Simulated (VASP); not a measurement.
Crystal: InSe.

```
In Se
1.0
     4.05000    0.00000    0.00000
    -2.02500    3.50740    0.00000
     0.00000    0.00000   16.93000
In Se
4 4
Direct
  0.33333 0.66667 0.15700
  0.66667 0.33333 0.65700
  0.33333 0.66667 0.34300
  0.66667 0.33333 0.84300
  0.33333 0.66667 0.60200
  0.66667 0.33333 0.10200
  0.33333 0.66667 0.89800
  0.66667 0.33333 0.39800
```

* Program: VASP 6.6.1
* Task: relaxation of cell and atoms
* Functional: PBE
* Dispersion: D3(BJ)
* Potentials or basis: VASP PAW PBE potentials, release 64 (In_d, Se)
* Cutoff: 600 eV
* k mesh: 9 × 9 × 2
* Occupations: gaussian, width 0.03 eV
* Spin: no spin polarisation

At the start: pressure 6.0 GPa; volume 30.06 Å³/atom.

**Question.** How do energy, volume and symmetry change on relaxing?

**Answer.** Over 21 steps the energy falls by 235.5 meV/atom and the volume is 29.51 Å³/atom (-1.8 %); space group P6_3/mmc (No. 194, to 0.05 Å).

Step by step:
| step | energy change (eV) | largest force (eV/Å) | pressure (GPa) | volume (Å³) |
| --- | --- | --- | --- | --- |
| 1 | 0.0000 | 2.9070 | 5.96 | 240.49 |
| 2 | -1.1000 | 0.2693 | -4.41 | 280.98 |
| 3 | -1.3896 | 0.8298 | -2.17 | 266.69 |
| 4 | -1.6667 | 0.3208 | -1.19 | 254.23 |
| 5 | -1.7214 | 0.2780 | -0.30 | 246.46 |
| 6 | -1.8289 | 0.3119 | 0.48 | 240.32 |
| 7 | -1.8499 | 0.3315 | 1.09 | 236.15 |
| 8 | -1.8674 | 0.1210 | -0.64 | 241.08 |
| 9 | -1.8775 | 0.0468 | -0.01 | 239.23 |
| 10 | -1.8775 | 0.0523 | 0.00 | 239.17 |
| 11 | -1.8785 | 0.0415 | -0.02 | 239.09 |
| 12 | -1.8787 | 0.0737 | -0.04 | 239.03 |
| 13 | -1.8794 | 0.0641 | -0.03 | 238.81 |
| 14 | -1.8811 | 0.0509 | 0.01 | 238.16 |
| 15 | -1.8819 | 0.0736 | 0.11 | 236.84 |
| 16 | -1.8829 | 0.0475 | 0.03 | 236.93 |
| 17 | -1.8833 | 0.0253 | -0.11 | 237.07 |
| 18 | -1.8834 | 0.0236 | -0.09 | 237.05 |
| 19 | -1.8839 | 0.0262 | -0.04 | 236.61 |
| 20 | -1.8842 | 0.0291 | 0.05 | 235.94 |
| 21 | -1.8843 | 0.0068 | -0.01 | 236.05 |

Final structure:
```
CELL_PARAMETERS angstrom
4.03306 0.00000 0.00000
-2.01653 3.49273 0.00000
0.00000 0.00000 16.75718
ATOMIC_POSITIONS crystal
In 0.33333 0.66667 0.16664
In 0.66667 0.33333 0.66664
In 0.33333 0.66667 0.33336
In 0.66667 0.33333 0.83336
Se 0.33333 0.66667 0.58971
Se 0.66667 0.33333 0.08971
Se 0.33333 0.66667 0.91029
Se 0.66667 0.33333 0.41029
```
